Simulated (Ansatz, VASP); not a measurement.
# Zn2Ni in two plane-wave programs

One calculation is typed for both programs; each brings its own data sets. How far apart do they land? The two relaxations start from unlike cells of this crystal (the structure described is Ansatz's start), so only their ends are compared.

Calculated with Ansatz 0.2.0; plane waves, with VASP 6.6.1 beside it; relaxation of cell and atoms at PBEsol.

**1. Starting point**

Symmetry: I4/mmm, No. 139, tetragonal system. The conventional cell has a = 3.323 Å, b = 3.323 Å, c = 7.430 Å, α = 90.00°, β = 90.00°, γ = 90.00°. Nearest to Zn lie 5 Ni at 2.47 to 2.66 Å and 5 Zn at 2.48 to 2.65 Å. Nearest to Ni lie 10 Zn at 2.47 to 2.66 Å. Farther neighbours are not listed.

**2. Ansatz: relaxation of cell and atoms, PBEsol**

Ansatz runs on its PAW soft_1 files.

The relaxed volume is the usual yardstick between codes: in a stiff, nearly cubic crystal its relative difference is about their pressure difference at one cell divided by the bulk modulus.

The input, input.yaml:

```yaml
crystal:
  lattice:
    - [-1.6615, 1.6615, 3.715]
    - [1.6615, -1.6615, 3.715]
    - [1.6615, 1.6615, -3.715]
  atoms:
    - { symbol: Zn, position: [0.667, 0.667, 0.0] }
    - { symbol: Zn, position: [0.333, 0.333, 0.0] }
    - { symbol: Ni, position: [0.0, 0.0, 0.0], spin: 1.0 }
magnetization:
  spin_polarized: true
kpoints:
  mp_grid: { grid: [11, 11, 11] }
scf:
  occupations: { method: fermi_dirac, width: 0.05 }
hamiltonian:
  xc: pbesol
  pseudopotentials: { kind: paw, azcp: { folder: soft_1 }, xc_functional: pbe }
relax:
  f_tol: 0.015
  max_steps: 70
  cell: {}
output:
  forces: true
  stress: true
```

Command:

```
> ansatz run input.yaml --threads 4 --pin off --max-ram 8192MiB --backend cpu --events-out ev --progress --plain --runs-dir out
```

Numbers of over 12 decimals in the logs are rounded to 6 here.

Log:

```text
Engine: ansatz 0.2.0, aarch64-unknown-linux-gnu
Pseudopotentials: kind: paw
Pseudopotential: Zn, paw, valence charge 12, recommended cutoff 420 eV (normal), soft_1/Zn.paw.azcp
Pseudopotential: Ni, paw, valence charge 18, recommended cutoff 420 eV (normal), soft_1/Ni.paw.azcp
Functional definition: PBEsol
  exchange = pbesol_x
  correlation = pbesol_c
Crystal: 3 atoms, lattice volume = 41.022 Å³
Basis set: ecut = 420 eV, 841 PW (Γ), exchange–correlation on 60×60×60 points (8 copies of the dense FFT grid, shifted against one another)
Bands: 26, of which v1, the nominal top of the filled ones, is band 21 counted from 1 (20 counted from 0)
Symmetry: 16 space group operations
Space group: I4/mmm (ITA 139), of the structure as read, at distance tolerance 3.4e-5 Å
Magnetic group: BNS 139.531 (UNI 1191), of the structure as read, at distance tolerance 3.4e-5 Å
k-points: 126 of 1331
Non-local potential: Zn, projectors of the file, l = 0: 2, l = 1: 2, l = 2: 3, l = 3: 1
Non-local potential: Ni, projectors of the file, l = 0: 3, l = 1: 2, l = 2: 3, l = 3: 1
PAW form: soft (Blöchl's): semilocal exchange-correlation on the pseudo side does not see the compensation charge
PAW frozen core: Zn, regenerated for the run's functional, and the local potential with it (the file was generated under x = pbe(κ = 0.804, μ = 0.219515), c = pbe(β = 0.066725))
PAW frozen core: Ni, regenerated for the run's functional, and the local potential with it (the file was generated under x = pbe(κ = 0.804, μ = 0.219515), c = pbe(β = 0.066725))
PAW one-centre angular grid: Zn, 590 points (default); XC on 64 Gauss nodes
PAW one-centre angular grid: Ni, 590 points (default); XC on 64 Gauss nodes
Initial density: superposition of atomic densities (chi_scale 0.1, normalization cell)
Starting moments: Σ|m| = 1 μB on 1 of 3 sites
Initial wavefunctions: pseudopotential atomic-orbital guess
Functional: x = pbesol(κ = 0.804, μ = 0.123457), c = pbesol(β = 0.046)
SCF iter   1: F=—  HF=-12365.493510 eV  |F-HF|=—  |Δ(HF+E_count)|=         —  Δρ=5.78e-2 (↑4.00e-2 ↓5.78e-2)  dr2=3.26e0  dr2_m=1.97e-1  M=0.562 μB ∫|m|=0.686 μB  β_m=0.30  ethr=3.10e-3  ⟨swp⟩=6.2  Hψ=31516  notcnv=0
Mixer restart at iter 1: flushing history
preconditioner: auto → Kerker (q_TF=auto, 2.739 Å⁻¹)  [metal: Δε(μ)=0.008 eV  Ē_g=9.526 eV  σ=0.050 eV  W_gap=0.04  n_scr=14 (ndim 8)  ℏωp=33.8 eV  f_vac=0.000  D(μ)=2.32/eV (n_scr^D=30)]
spin=Collinear: Kerker preconditioning applied to the charge; magnetization (m = ρ↑ − ρ↓) channel mixes plain (no charge-response kernel on spin).
SCF iter   2: F=—  HF=-12366.086584 eV  |F-HF|=—  |Δ(HF+E_count)|=   5.93e-1  Δρ=3.54e-2 (↑2.19e-2 ↓3.54e-2)  dr2=1.08e0  dr2_m=1.85e-1  M=0.489 μB ∫|m|=0.610 μB  β_m=0.43  ethr=3.10e-3  ⟨swp⟩=2.1  Hψ=13739  notcnv=0  defer=82
SCF iter   3: F=—  HF=-12366.672150 eV  |F-HF|=—  |Δ(HF+E_count)|=   5.86e-1  Δρ=3.61e-2 (↑1.41e-2 ↓3.61e-2)  dr2=8.18e-1  dr2_m=1.77e-1  M=0.335 μB ∫|m|=0.432 μB  β_m=0.29  ethr=2.57e-3  ⟨swp⟩=2.0  Hψ=9673  notcnv=0  defer=84
SCF iter   4: F=—  HF=-12366.897130 eV  |F-HF|=—  |Δ(HF+E_count)|=   2.25e-1  Δρ=2.33e-2 (↑2.33e-2 ↓1.57e-2)  dr2=1.74e-1  dr2_m=1.06e-1  M=0.251 μB ∫|m|=0.328 μB  β_m=0.49  ethr=1.95e-3  ⟨swp⟩=2.1  Hψ=10077  notcnv=0  defer=93
SCF iter   5: F=—  HF=-12366.839323 eV  |F-HF|=—  |Δ(HF+E_count)|=         —  Δρ=1.88e-2 (↑1.88e-2 ↓9.15e-3)  dr2=7.30e-2  dr2_m=4.55e-2  M=0.014 μB ∫|m|=0.048 μB  β_m=0.63  ethr=4.15e-4  ⟨swp⟩=3.4  Hψ=14798  notcnv=0  defer=97
Mixer restart at iter 5: flushing history
SCF iter   6: F=—  HF=-12366.889829 eV  |F-HF|=—  |Δ(HF+E_count)|=   5.05e-2  Δρ=7.56e-3 (↑7.56e-3 ↓3.88e-3)  dr2=5.66e-3  dr2_m=1.13e-2  M=0.007 μB ∫|m|=0.027 μB  β_m=0.75  ethr=1.74e-4  ⟨swp⟩=2.7  Hψ=14182  notcnv=0  defer=101
SCF iter   7: F=—  HF=-12366.901614 eV  |F-HF|=—  |Δ(HF+E_count)|=   1.18e-2  Δρ=8.13e-3 (↑8.13e-3 ↓4.73e-3)  dr2=4.58e-2  dr2_m=1.78e-3  M=0.003 μB ∫|m|=0.013 μB  β_m=0.75  ethr=1.35e-5  ⟨swp⟩=2.1  Hψ=12289  notcnv=0  defer=101
SCF iter   8: F=—  HF=-12366.898762 eV  |F-HF|=—  |Δ(HF+E_count)|=   2.85e-3  Δρ=3.69e-3 (↑3.69e-3 ↓3.67e-3)  dr2=8.49e-3  dr2_m=1.10e-6  M=-0.001 μB ∫|m|=0.001 μB  β_m=0.62  ethr=1.35e-5  ⟨swp⟩=2.3  Hψ=14214  notcnv=0  defer=98
[...]
preconditioner: auto → Kerker (q_TF=auto, 2.564 Å⁻¹)  [metal: Δε(μ)=0.010 eV  Ē_g=11.191 eV  σ=0.050 eV  W_gap=0.05  n_scr=10 (ndim 8)  ℏωp=35.8 eV  f_vac=0.000  D(μ)=1.19/eV (n_scr^D=10)]
spin=Collinear: Kerker preconditioning applied to the charge; magnetization (m = ρ↑ − ρ↓) channel mixes plain (no charge-response kernel on spin).
[...]
the starting moments were not kept: the SCF closed with an absolute magnetisation of 1.3e-6 μB, where they sum to 1 μB in size (1 site). That is at most 0.1 of that sum. Measured as dr2_m measures the in/out step, that magnetisation stands 3.9e-12 eV from none, at or under the dr2_threshold of 1.6e-8 eV: it is no larger than a step whose dr2_m would equal this threshold.
SCF 15 converged in 7 iterations: F = -12367.348062 eV  dr2 = 1.01e-9
relax step  15: F+E_penalty+E_count = -12367.34806177 eV  Δ(F+E_penalty+E_count) = -1.779e-5 eV  max|allowed force component| = 1.405e-3 eV/Å  Δτ_max = 0.0001 Å  P = +0.003 GPa  Ω = 36.661 Å³  energy of the carried Pulay correction = -1.749e-4 eV  (7 SCF iters, dr2 threshold 1.60e-8 eV, accepted)
Basis set: ecut = 420 eV, 723 PW (Γ), exchange–correlation on 72×72×72 points (8 copies of the dense FFT grid, shifted against one another)
[...]
preconditioner: auto → Kerker (q_TF=auto, 2.564 Å⁻¹)  [metal: Δε(μ)=0.010 eV  Ē_g=11.192 eV  σ=0.050 eV  W_gap=0.05  n_scr=10 (ndim 8)  ℏωp=35.8 eV  f_vac=0.000  D(μ)=1.19/eV (n_scr^D=10)]
spin=Collinear: Kerker preconditioning applied to the charge; magnetization (m = ρ↑ − ρ↓) channel mixes plain (no charge-response kernel on spin).
SCF iter   2: F=—  HF=-12367.348193 eV  |F-HF|=—  |Δ(HF+E_count)|=   1.12e-4  Δρ=1.36e-4 (↑1.36e-4 ↓1.36e-4)  dr2=7.70e-7  dr2_m=1.45e-12  M=0.000 μB ∫|m|=0.000 μB  β_m=0.65  ethr=1.25e-8  ⟨swp⟩=1.0  Hψ=6552  notcnv=0
SCF iter   3: F=—  HF=-12367.348209 eV  |F-HF|=—  |Δ(HF+E_count)|=   1.55e-5  Δρ=1.04e-5 (↑1.04e-5 ↓1.04e-5)  dr2=5.10e-8  dr2_m=2.05e-13  M=0.000 μB ∫|m|=0.000 μB  β_m=0.53  ethr=1.83e-9  ⟨swp⟩=2.1  Hψ=10430  notcnv=0
SCF iter   4: F=—  HF=-12367.348209 eV  |F-HF|=—  |Δ(HF+E_count)|=   1.34e-8  Δρ=4.25e-6 (↑4.21e-6 ↓4.25e-6)  dr2=1.34e-8  dr2_m=1.70e-13  M=0.000 μB ∫|m|=0.000 μB  β_m=0.76  ethr=1.21e-10  ⟨swp⟩=2.0  Hψ=10941  notcnv=0
SCF iter   5: F=—  HF=-12367.348209 eV  |F-HF|=—  |Δ(HF+E_count)|=   2.77e-8  Δρ=3.00e-6 (↑2.98e-6 ↓3.00e-6)  dr2=1.15e-8  dr2_m=6.04e-14  M=0.000 μB ∫|m|=0.000 μB  β_m=0.88  ethr=3.19e-11  ⟨swp⟩=3.0  Hψ=12076  notcnv=0
SCF iter   6: F=—  HF=-12367.348209 eV  |F-HF|=—  |Δ(HF+E_count)|=   1.72e-8  Δρ=5.22e-6 (↑5.20e-6 ↓5.22e-6)  dr2=2.93e-8  dr2_m=2.50e-14  M=0.000 μB ∫|m|=0.000 μB  β_m=0.72  ethr=2.74e-11  ⟨swp⟩=2.9  Hψ=11202  notcnv=0  recentre
SCF iter   7: F=—  HF=-12367.348209 eV  |F-HF|=—  |Δ(HF+E_count)|=   3.22e-9  Δρ=1.77e-6 (↑1.75e-6 ↓1.77e-6)  dr2=4.70e-9  dr2_m=2.44e-14  M=0.000 μB ∫|m|=0.000 μB  β_m=0.86  ethr=2.74e-11  ⟨swp⟩=3.0  Hψ=11908  notcnv=0
SCF iter   8: F=—  HF=-12367.348209 eV  |F-HF|=—  |Δ(HF+E_count)|=   5.46e-9  Δρ=8.90e-7 (↑8.85e-7 ↓8.90e-7)  dr2=1.23e-9  dr2_m=1.96e-15  M=0.000 μB ∫|m|=0.000 μB  β_m=0.93  ethr=1.12e-11  ⟨swp⟩=2.0  Hψ=8464  notcnv=0
SCF iter   9: F=—  HF=-12367.348206 eV  |F-HF|=—  |Δ(HF+E_count)|=   3.17e-6  Δρ=1.56e-7 (↑1.56e-7 ↓1.56e-7)  dr2=1.18e-11  dr2_m=1.60e-17  M=0.000 μB ∫|m|=0.000 μB  β_m=0.91  ethr=2.92e-12  ⟨swp⟩=2.0  Hψ=11658  notcnv=0
SCF iter  10: F=—  HF=-12367.348206 eV  |F-HF|=—  |Δ(HF+E_count)|=  7.28e-12  Δρ=1.03e-7 (↑1.03e-7 ↓1.03e-7)  dr2=1.06e-11  dr2_m=5.19e-19  M=0.000 μB ∫|m|=0.000 μB  β_m=0.95  ethr=1.00e-12  ⟨swp⟩=1.0  Hψ=6552  notcnv=0
SCF iter  11: F=-12367.348206 eV  HF=-12367.348206 eV  |F-HF|=2.36e-11  |Δ(HF+E_count)|=  1.82e-11  Δρ=1.49e-7 (↑1.49e-7 ↓1.49e-7)  dr2=2.63e-11  dr2_m=1.89e-18  M=0.000 μB ∫|m|=0.000 μB  ethr=1.00e-12  ⟨swp⟩=5.0  Hψ=30693  notcnv=0
the starting moments were not kept: the SCF closed with an absolute magnetisation of 1.3e-9 μB, where they sum to 1 μB in size (1 site). That is at most 0.1 of that sum. Measured as dr2_m measures the in/out step, that magnetisation stands 3.5e-18 eV from none, at or under the dr2_threshold of 3.0e-11 eV: it is no larger than a step whose dr2_m would equal this threshold.
SCF 16 converged in 11 iterations: F = -12367.348206 eV  dr2 = 2.63e-11
relax step  16: F+E_penalty+E_count = -12367.34820577 eV  Δ(F+E_penalty+E_count) = -1.440e-4 eV  max|allowed force component| = 1.467e-3 eV/Å  Δτ_max = 0.0000 Å  P = +0.001 GPa  Ω = 36.661 Å³  stress off target by 1.16e-2 GPa  SCF on the basis re-selected at this cell (its energy is not comparable with the rows above)  (11 SCF iters)
basis re-selected at this cell: Δ(F+E_penalty+E_count) = -1.440e-4 eV, ΔP = -0.002 GPa vs the last step (what re-selecting the basis moved, of the pressure what is left beyond the Pulay correction that the steps carried, after the strain that the cell walked since its last selection, with what the two solves' SCF thresholds leave and, on support functions, any second-order correction that the steps lacked; it is no measure of the basis error at this ecutwfc). The dense FFT grid was sized anew with the basis: this SCF ran on 36×36×36 points, the steps before it on 32×32×32, so part of this shift can come from that change (see relax.cell in the input reference). [rest of the remark cut]
SCF converged after 11 iterations
Magnetization: 0.0000 μB (21.0000 up, 21.0000 down)
Absolute magnetization: 0.0000 μB (∫|ρ↑−ρ↓|, with the PAW one-centre terms)
Spin contamination: 0.0000 ħ² per cell (⟨S²⟩ above its minimum at these occupations)
Per-site moments (μB) at R_I (Å): [(-1.8088296642779156e-11, 1.017184), (-1.808850872429646e-11, 1.017184), (1.0057910818315792e-9, 1.017184)]
Free energy (F): -12367.348206 eV
Harris-Foulkes:  -12367.348206 eV  (|F-HF|=2.36e-11)
Internal energy: -12367.338432 eV  (E = F + TS)
E sigma→0 (E₀):  -12367.343319 eV
Entropy (-TS):   -0.009774 eV (-3.258 meV/atom)
Fermi energy:    14.424135 eV
--- Per-component energies (eV) ---
  E_band       = -164.743746
  E_kinetic    = 641.240439
  E_local      = -6461.114527  (includes V_loc(G=0)·N_el)
  E_nonlocal   = 1520.657877
  E_hartree    = 2910.087383
  E_xc         = -270.259896
  E_vxc        = -251.476516  (∫ρ·V_xc dr)
  E_paw        = -5340.425815  (= ΣΔE_a)
  E_vpaw       = -1434.225818  (= ΣTr[D̂ρ^β])
  E_aug_tail   = 0.000402  (compensation charges beyond the density's cutoff)
  E_ewald      = -5369.316296
  E_core_change = 1.792001  (= ΣΔE_core)
  E_smearing   = -0.009774  (= −TS)
  E_closure    = 0.000000  (closes the sum)
  Σ components = -12367.348206   (vs F -12367.348206, Δ=0.00e0)
--- Forces (eV/Å), atoms counted from 1 ---
  atom   1  Zn    -0.00000000     0.00000000     0.00146719
  atom   2  Zn    -0.00000000     0.00000000    -0.00146719
  atom   3  Ni    -0.00000000     0.00000000     0.00000000
  max |Σ_I F_I| component: 5.20e-18 eV/Å
--- Stress (GPa, compression-positive) ---
       -0.004585       0.000000       0.000000
        0.000000      -0.004585      -0.000000
        0.000000      -0.000000       0.011604
  P = ⅓ Tr σ = 0.0008 GPa (0.008 kbar)
--- Relaxed structure (14 steps of the walk, 13 accepted, 2 SCFs on fresh bases) ---
  F+E_penalty+E_count = -12367.34820577 eV   max|allowed force component| = 1.467e-3 eV/Å   (the final SCF, on the basis selected at the relaxed cell)
  cell:  # Å, volume = 36.6606 Å³
    - [-1.437570, 1.437570, 4.434874]
    - [1.437570, -1.437570, 4.434874]
    - [1.437570, 1.437570, -4.434874]
  atoms:
    - { symbol: Zn, position: [0.657334, 0.657334, 0] }
    - { symbol: Zn, position: [0.342666, 0.342666, 0] }
    - { symbol: Ni, position: [-1.945629739767636e-19, -1.9456297397676645e-19, 0] }
```

(Part 1 of 2 ends here.)

[Lines on the potential files, build, host, timing and source positions are cut from VASP's logs without a mark.]

[Logs are printed without paths, hosts, clocks, repeated set-up lines and the standing remarks that a program may print on its own settings, such as how far it seeks lower states.]

[Hosts, paths, dates, database ids (printed as entryN), source tags and the programs' standing remarks are cut or masked in the printed files.]
